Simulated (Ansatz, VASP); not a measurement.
# Cross-check of SnAs between VASP and Ansatz, part 2 of 2

Wanted: the spread between two codes on one cell, functional and k mesh. The cell is taken from a series of VASP runs on this material, whose earlier steps may have relaxed, scaled or displaced it; both programs get it as it stands.

VASP 6.6.1 and Ansatz 0.2.0.

So far. Step 2 (VASP: band structure, PBEsol, spin-orbit coupling): The run ends at a pressure of -0.14 GPa.

## (3) Ansatz: band structure, PBEsol, spin-orbit coupling

Level of this step: Ansatz beside VASP: Kohn-Sham DFT, plane waves, PBEsol, spin-orbit coupling (Ansatz).

Ansatz runs on its fully relativistic PAW (standard-fr) files.

The same cell, functional, mesh and smearing now go to Ansatz, which takes its cutoff from its data sets.

input.yaml reads:

```yaml
crystal:
  lattice:
    - [0.0, 2.8593080381, 2.8593080381]
    - [2.8593080381, 0.0, 2.8593080381]
    - [2.8593080381, 2.8593080381, 0.0]
  atoms:
    - { symbol: Sn, position: [0.0, 0.0, 0.0] }
    - { symbol: As, position: [0.5, 0.5, 0.5] }
hamiltonian:
  xc: pbesol
  pseudopotentials: { kind: paw_fr }
magnetization:
  noncollinear: true
  spin_orbit: true
kpoints:
  mp_grid: { grid: [7, 7, 7] }
  band_path:
    path:
      - [0.0, 0.0, 0.0]
      - [0.16667, 0.0, 0.16667]
      - [0.33333, 0.0, 0.33333]
      - [0.5, 0.0, 0.5]
      - [0.5, 0.08333, 0.58333]
      - [0.5, 0.18333, 0.68333]
      - [0.5, 0.25, 0.75]
      - [0.45, 0.3, 0.75]
      - [0.40833, 0.34167, 0.75]
      - [0.35, 0.35, 0.7]
      - [0.225, 0.225, 0.45]
      - [0.075, 0.075, 0.15]
      - [0.03333, 0.03333, 0.03333]
      - [0.23333, 0.23333, 0.23333]
      - [0.4, 0.4, 0.4]
      - [0.51667, 0.46667, 0.51667]
      - [0.55833, 0.38333, 0.55833]
      - [0.60833, 0.28333, 0.60833]
      - [0.60833, 0.25, 0.64167]
      - [0.55833, 0.25, 0.69167]
      - [0.51667, 0.25, 0.73333]
      - [0.5, 0.3, 0.7]
      - [0.5, 0.38333, 0.61667]
      - [0.5, 0.48333, 0.51667]
      - [0.475, 0.475, 0.55]
      - [0.425, 0.425, 0.65]
      - [0.38333, 0.38333, 0.73333]
      - [0.59167, 0.18333, 0.59167]
      - [0.55, 0.1, 0.55]
      - [0.5, 0.0, 0.5]
    npoints: 1
scf:
  occupations: { method: gaussian, width: 0.05 }
  n_extra_bands: 14
output:
  forces: true
  stress: true
  eigenvalues: true
  write_density: true
  write_potential: true
  elf: true
  volumetric_format: npy
```

Run with:

```sh
ansatz run input.yaml --threads 2 --pin off --max-ram 4608MiB --backend cpu --events-out ev --progress --plain --runs-dir out
```

Numbers of over 12 decimals in the logs are rounded to 6 here.

Output:

```text
scf.n_extra_bands = 14 over 29 filled bands (N_el = 29.0): the run solves 43 bands
Engine: ansatz 0.2.0, aarch64-unknown-linux-gnu
Pseudopotentials: kind: paw_fr
Pseudopotential: Sn, paw_fr, valence charge 14, recommended cutoff 420 eV (normal), Sn.paw.azcp#standard-fr
Pseudopotential: As, paw_fr, valence charge 15, recommended cutoff 420 eV (normal), As.paw.azcp#standard-fr
Functional definition: PBEsol
  exchange = pbesol_x
  correlation = pbesol_c
non-collinear run that drives no moment, with spin-orbit: no starting moment large enough to seed its density (crystal.atoms[].spin), no starting occupations that ask for one, no magnetisation constraint and no magnetic field, so the semilocal B_xc is pinned to zero
Crystal: 2 atoms, lattice volume = 46.753 Å³
Basis set: ecut = 420 eV, 941 PW (Γ), exchange–correlation on 60×60×60 points (8 copies of the dense FFT grid, shifted against one another)
Bands: 43, of which v1, the nominal top of the filled ones, is band 29 counted from 1 (28 counted from 0)
Symmetry: 48 space group operations + 48 with time reversal
Magnetic group: BNS 225.117 (UNI 1619), of the structure as read, at distance tolerance 3.6e-5 Å
k-points: 20 of 343
Projection manifold: j_resolved (fully-relativistic pseudo-atomic orbitals)
Non-local potential: Sn, projectors of the file, l = 0: 2, l = 1: 4, l = 2: 4, l = 3: 4
Non-local potential: As, projectors of the file, l = 0: 2, l = 1: 4, l = 2: 6, l = 3: 2
PAW form: soft (Blöchl's): semilocal exchange-correlation on the pseudo side does not see the compensation charge
PAW frozen core: Sn, regenerated for the run's functional, and the local potential with it (the file was generated under x = pbe(κ = 0.804, μ = 0.219515), c = pbe(β = 0.066725))
PAW frozen core: As, regenerated for the run's functional, and the local potential with it (the file was generated under x = pbe(κ = 0.804, μ = 0.219515), c = pbe(β = 0.066725))
PAW one-centre angular grid: Sn, 590 points (default); XC on 64 Gauss nodes
PAW one-centre angular grid: As, 590 points (default); XC on 64 Gauss nodes
Initial density: superposition of atomic densities (chi_scale 0.1, normalization cell, long waves kept (reshape's long-wave potential 0.00 eV rms))
Initial wavefunctions: pseudopotential atomic-orbital guess
Functional: x = pbesol(κ = 0.804, μ = 0.123457), c = pbesol(β = 0.046)
SCF iter   1: F=—  HF=-10765.168965 eV  |F-HF|=—  |Δ(HF+E_count)|=         —  Δρ=1.87e-2  dr2=1.19e-1  dr2_m=0.00e0 (ungated)  ethr=3.10e-3  |M|=0.00e0 ∫|m|=0.00e0 μB  |m|>n=0.0e0 m-floor=0.0e0 τ_xc=0.0e0  β_m=0.30  ⟨swp⟩=6.6  Hψ=4596  notcnv=0  defer=73
preconditioner: auto → Kerker (q_TF=auto, 2.520 Å⁻¹)  [metal: Δε(μ)=0.011 eV  Ē_g=20.387 eV  σ=0.050 eV  W_gap=0.12  n_scr=14 (ndim 8)  ℏωp=23.7 eV  f_vac=0.000  D(μ)=2.07/eV (n_scr^D=14)]
spin=Noncollinear: Kerker preconditioning applied to the charge; magnetization (m_x, m_y, m_z) channels mix plain (no charge-response kernel on spin).
SCF iter   2: F=—  HF=-10765.161027 eV  |F-HF|=—  |Δ(HF+E_count)|=   7.94e-3  Δρ=1.45e-2  dr2=7.59e-2  dr2_m=0.00e0 (ungated)  ethr=4.11e-4  |M|=0.00e0 ∫|m|=0.00e0 μB  |m|>n=0.0e0 m-floor=0.0e0 τ_xc=0.0e0  β_m=0.64  ⟨swp⟩=1.9  Hψ=1099  notcnv=0  defer=132
preconditioner: auto → none  [insulator: Δε(μ)=0.370 eV  Ē_g=20.427 eV  σ=0.050 eV  W_gap=0.51  n_scr=14 (ndim 8)  ℏωp=23.7 eV  f_vac=0.000  D(μ)=2.09/eV (n_scr^D=14)  ε∞_Penn≈2.3]
SCF iter   3: F=—  HF=-10765.153591 eV  |F-HF|=—  |Δ(HF+E_count)|=   7.44e-3  Δρ=3.18e-3  dr2=4.93e-3  dr2_m=0.00e0 (ungated)  ethr=2.62e-4  |M|=0.00e0 ∫|m|=0.00e0 μB  |m|>n=0.0e0 m-floor=0.0e0 τ_xc=0.0e0  β_m=0.59  ⟨swp⟩=3.3  Hψ=1446  notcnv=0  defer=136
SCF iter   4: F=—  HF=-10765.151048 eV  |F-HF|=—  |Δ(HF+E_count)|=   2.54e-3  Δρ=9.25e-4  dr2=3.15e-4  dr2_m=0.00e0 (ungated)  ethr=1.70e-5  |M|=0.00e0 ∫|m|=0.00e0 μB  |m|>n=0.0e0 m-floor=0.0e0 τ_xc=0.0e0  β_m=0.75  ⟨swp⟩=2.0  Hψ=1242  notcnv=0  defer=136
SCF iter   5: F=—  HF=-10765.151109 eV  |F-HF|=—  |Δ(HF+E_count)|=   6.17e-5  Δρ=4.92e-4  dr2=9.70e-5  dr2_m=0.00e0 (ungated)  ethr=1.09e-6  |M|=0.00e0 ∫|m|=0.00e0 μB  |m|>n=0.0e0 m-floor=0.0e0 τ_xc=0.0e0  β_m=0.59  ⟨swp⟩=2.0  Hψ=1306  notcnv=0  defer=136
SCF iter   6: F=—  HF=-10765.151046 eV  |F-HF|=—  |Δ(HF+E_count)|=   6.31e-5  Δρ=2.04e-4  dr2=1.51e-5  dr2_m=0.00e0 (ungated)  ethr=3.34e-7  |M|=0.00e0 ∫|m|=0.00e0 μB  |m|>n=0.0e0 m-floor=0.0e0 τ_xc=0.0e0  β_m=0.79  ⟨swp⟩=2.0  Hψ=1306  notcnv=0  defer=136
SCF iter   7: F=-10765.151039 eV  HF=-10765.151039 eV  |F-HF|=9.28e-8  |Δ(HF+E_count)|=   7.29e-6  Δρ=1.00e-5  dr2=4.77e-8  dr2_m=0.00e0 (ungated)  ethr=3.45e-10  |M|=0.00e0 ∫|m|=0.00e0 μB  |m|>n=0.0e0 m-floor=0.0e0 τ_xc=0.0e0  ⟨swp⟩=14.2  Hψ=6718  notcnv=0
SCF 1 converged in 7 iterations: F = -10765.151039 eV  dr2 = 4.77e-8
  greatest PAW one-centre occupation: 0.999 electrons in one spin orbital (limit 2), on the As atom at site 1 (counted from 0), in its partial waves of l = 2
NSCF: frozen V_eff on 30 k-points
SCF converged after 7 iterations
Magnetization: |M| = 0.0000 μB,  M = (+0.0000, +0.0000, +0.0000) μB
Absolute magnetization: 0.0000 μB (∫|m|)
  site 0: m = (+0.0000, +0.0000, +0.0000) μB, |m| = 0.0000 μB  (R = 1.18 Å)
  site 1: m = (+0.0000, +0.0000, +0.0000) μB, |m| = 0.0000 μB  (R = 1.18 Å)
Free energy (F): -10765.151039 eV
Harris-Foulkes:  -10765.151039 eV  (|F-HF|=9.28e-8)
Internal energy: -10765.148522 eV  (E = F + TS)
E sigma→0 (E₀):  -10765.149781 eV
Entropy (-TS):   -0.002517 eV (-1.258 meV/atom)
Fermi energy:    10.985920 eV
--- Per-component energies (eV) ---
  E_band       = -300.057963
  E_kinetic    = 290.647846
  E_local      = -2474.428271  (includes V_loc(G=0)·N_el)
  E_nonlocal   = -698.273465
  E_hartree    = 1441.299612
  E_xc         = -458.614965
  E_vxc        = -176.778893  (∫ρ·V_xc dr)
  E_paw        = -5860.617132  (= ΣΔE_a)
  E_vpaw       = -123.832504  (= ΣTr[D̂ρ^β])
  E_aug_tail   = 0.000009  (compensation charges beyond the density's cutoff)
  E_ewald      = -3006.420199
  E_core_change = 1.258043  (= ΣΔE_core)
  E_smearing   = -0.002517  (= −TS)
  E_closure    = 0.000000  (closes the sum)
  Σ components = -10765.151039   (vs F -10765.151039, Δ=0.00e0)
--- Forces (eV/Å), atoms counted from 1 ---
  atom   1  Sn     0.00000000    -0.00000000    -0.00000000
  atom   2  As    -0.00000000    -0.00000000     0.00000000
  max |Σ_I F_I| component: 1.40e-26 eV/Å
--- Stress (GPa, compression-positive) ---
       -0.212925       0.000000       0.000000
       -0.000000      -0.212925       0.000000
        0.000000       0.000000      -0.212925
  P = ⅓ Tr σ = -0.2129 GPa (-2.129 kbar)
--- Band table (eV; the first three rows and the last of 20) ---
  k-point 0: bands = [... 25 lower, 9.5805, 10.0304, 10.0304, 10.0304, 10.0304, 15.9318, 15.9318, 16.7095, ... 10 higher]
  k-point 1: bands = [... 25 lower, 9.7460, 10.0526, 10.0526, 11.0078, 11.0078, 14.8643, 14.8643, 15.4166, ... 10 higher]
  k-point 2: bands = [... 25 lower, 9.9157, 10.1743, 10.1743, 11.6994, 11.6994, 13.3607, 13.3607, 13.7721, ... 10 higher]
  k-point 19: bands = [... 25 lower, 5.9532, 6.9772, 6.9772, 11.1781, 11.1781, 13.6974, 13.6974, 16.5276, ... 10 higher]
```

It took 19 s on 2 threads of Arm Neoverse N1, shared host; peak memory 0.51 GiB; 36 s of CPU time.

Reading the cycles: dr2 is the Hartree energy of the density residual (eV), the measure of convergence; HF is the Harris–Foulkes estimate of the energy, which meets the free energy F at convergence.

## (4) Side by side

Known differences besides the potentials themselves: spin-orbit coupling enters by fully relativistic files in Ansatz and inside the spheres in VASP; the data sets hold 29 valence electrons in Ansatz (fully relativistic PAW (standard-fr) files) and 19 in VASP; the cutoff is 420 eV in Ansatz and 400 eV in VASP; Ansatz makes its cores anew for this functional, VASP keeps those of its PBE data sets. Total energies have different zeros and are not compared.

Both answers:

```tsv
quantity	Ansatz	VASP	difference
pressure (GPa)	-0.21	-0.14	-0.08
```

Levels from 3 eV below to 2 eV above the Fermi level differ by 4 meV r.m.s. and 11 meV at most; each VASP level is matched to the nearest of Ansatz, which flatters the figure a little. Ansatz's pressure holds a Pulay correction of 0.04 GPa; VASP's holds none.

## (5) Summary of results

| Property | Result |
| --- | --- |
| r.m.s. difference of levels near the Fermi level (band structure, PBEsol, spin-orbit coupling) | 4.1 meV |

What this shows: The r.m.s. difference of levels near the Fermi level is 4.1 meV (band structure, PBEsol, spin-orbit coupling), within the 80 meV picked in this series as the mark of a large difference. How closely two codes agree says nothing of how well the functional describes the real material.

[Lines on the potential files, build, host, timing and source positions are cut from VASP's logs without a mark.]

[Logs are printed without paths, hosts, clocks, repeated set-up lines and the standing remarks that a program may print on its own settings, such as how far it seeks lower states.]

[Hosts, paths, dates, database ids (printed as entryN), source tags and the programs' standing remarks are cut or masked in the printed files.]
